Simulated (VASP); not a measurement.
Output of a VASP run:

### OSZICAR
```
       N       E                     dE             d eps       ncg     rms          rms(c)
DAV:   1     0.526782211649E+02    0.52678E+02   -0.68050E+03   840   0.114E+03
DAV:   2    -0.161932816608E+02   -0.68872E+02   -0.60986E+02   964   0.194E+02
DAV:   3    -0.183677741001E+02   -0.21745E+01   -0.21456E+01  1056   0.333E+01
DAV:   4    -0.183884584546E+02   -0.20684E-01   -0.20676E-01   992   0.383E+00
DAV:   5    -0.183887597913E+02   -0.30134E-03   -0.30133E-03  1068   0.491E-01    0.863E+00
DAV:   6    -0.178868636578E+02    0.50190E+00   -0.27273E+00   972   0.160E+01    0.216E+00
DAV:   7    -0.177937861929E+02    0.93077E-01   -0.22224E-01   916   0.481E+00    0.163E+00
DAV:   8    -0.177564212034E+02    0.37365E-01   -0.37279E-02   988   0.179E+00    0.263E-01
DAV:   9    -0.177561488242E+02    0.27238E-03   -0.21730E-03  1004   0.446E-01    0.167E-01
DAV:  10    -0.177561912828E+02   -0.42459E-04   -0.24910E-04   996   0.143E-01    0.202E-02
DAV:  11    -0.177561868867E+02    0.43961E-05   -0.19211E-05  1008   0.458E-02    0.874E-03
DAV:  12    -0.177561869666E+02   -0.79882E-07   -0.17649E-06   940   0.104E-02    0.211E-03
DAV:  13    -0.177561868617E+02    0.10492E-06   -0.57035E-07   996   0.741E-03    0.790E-04
DAV:  14    -0.177561868713E+02   -0.95677E-08   -0.14409E-08   548   0.132E-03
   1 F= -.17756187E+02 E0= -.17756727E+02  d E =0.162024E-02
```

**OUTCAR**
```
------------------------ aborting loop because EDIFF is reached ----------------------------------------
  FORCE on cell =-STRESS in cart. coord.  units (eV):
  Direction    XX          YY          ZZ          XY          YZ          ZX
  --------------------------------------------------------------------------------------
  Total       -1.2759142     -1.2759142     -1.2759142     -0.0000000     -0.0000000      0.0000000
  in kB      -38.7682741    -38.7682741    -38.7682741     -0.0000000     -0.0000000      0.0000000
  external PRESSURE =     -38.7682741 kB  Pullay stress =       0.0000000 kB
  volume of cell :       52.73
      direct lattice vectors                 reciprocal lattice vectors
     0.000000000  2.976289668  2.976289668    -0.167994401  0.167994401  0.167994401
     2.976289668  0.000000000  2.976289668     0.167994401 -0.167994401  0.167994401
     2.976289668  2.976289668  0.000000000     0.167994401  0.167994401 -0.167994401
 POSITION                                       TOTAL-FORCE (eV/Angst)
 -----------------------------------------------------------------------------------
      1.48814      1.48814      1.48814        -0.000000     -0.000000     -0.000000
      4.46443      4.46443      4.46443         0.000000      0.000000      0.000000
      0.00000      0.00000      0.00000        -0.000000      0.000000      0.000000
 -----------------------------------------------------------------------------------
    total drift:                                0.000000     -0.000000      0.000000
  FREE ENERGIE OF THE ION-ELECTRON SYSTEM (eV)
  ---------------------------------------------------
  free  energy   TOTEN  =       -17.7561868713 eV

  energy  without entropy=      -17.7578071064  energy(sigma->0) =      -17.75672695
```
(Selected blocks of OUTCAR.)

POSCAR:
```
PtAl2
1
    0.0000000000     2.9762896676     2.9762896676
    2.9762896676     0.0000000000     2.9762896676
    2.9762896676     2.9762896676     0.0000000000
Al Pt
2 1
Direct
  0.2500000000   0.2500000000   0.2500000000
  0.7500000000   0.7500000000   0.7500000000
  0.0000000000   0.0000000000   0.0000000000
```

### Question
Reconstruct the remaining input files.

### Answer
This is not unique; one that fits is the input of the run itself, PBEsol GGA, plane waves, VASP's PBE PAW potentials (set 64).

KPOINTS:
```
Automatic mesh
0
Gamma
9 9 9
0 0 0
```

**INCAR**
```
# general
SYSTEM =PtAl2
PREC   =Accurate
ENCUT  =520
LREAL  =.FALSE.
LASPH  =.TRUE.

# electronic loop
EDIFF  =1E-7
NELM   =100
ALGO   =Normal
LMAXMIX=6

# smearing
ISMEAR =1
SIGMA  =0.1

# functional
GGA    =PS

# ions
ISIF   =2

# output
LWAVE  =.FALSE.
LCHARG =.FALSE.
```

POTCAR, in this order: Al Pt (PBE.64 set). Program: vasp_std.

The compound is PtAl2 in the fluorite structure. This cell is one point of a volume scan, at 1.03 of the reference volume.
